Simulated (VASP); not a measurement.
PtSe2, 3 atoms in the cell. Symmetry: P-3m1, No. 164, trigonal system. The conventional cell has a = 3.724 Å, b = 3.724 Å, c = 5.062 Å, α = 90.00°, β = 90.00°, γ = 120.00°. Pt (site symmetry -3m) is surrounded by 6 Se at 2.49 Å. Se (site symmetry 3m) is surrounded by 3 Pt at 2.49 Å. 

```yaml
Program: VASP 6.6.1
Task: relaxation of cell and atoms
Functional: PBE
Dispersion: D3(BJ)
Potentials_or_basis: VASP PAW PBE potentials, release 64 (Pt, Se)
Cutoff: 520 eV
k_mesh: 9 × 9 × 6
Occupations: gaussian, width 0.02 eV
Spin: no spin polarisation
Further_INCAR_settings: ALGO = Normal; EDIFF = 1e-07; IBRION = 2; EDIFFG = -0.002; NSW = 80; ISIF = 3
```

Potentials or basis: VASP PAW PBE potentials, release 64 (Pt, Se).

Command:

```bash
$ cat potpaw_PBE.64/Pt/POTCAR potpaw_PBE.64/Se/POTCAR > POTCAR
$ mpirun -np 4 vasp_std > vasp.out
```

Hardware: 4 MPI ranks on Intel(R) Xeon(R) Platinum 8488C (Sapphire Rapids), on a shared host.

How long does it take, and how much memory?

Wall time 97 s on 4 MPI ranks on Intel(R) Xeon(R) Platinum 8488C (Sapphire Rapids), on a shared host, peak memory 0.23 GiB a rank. Counts: scf iterations 126, k points 62, ion steps 15.
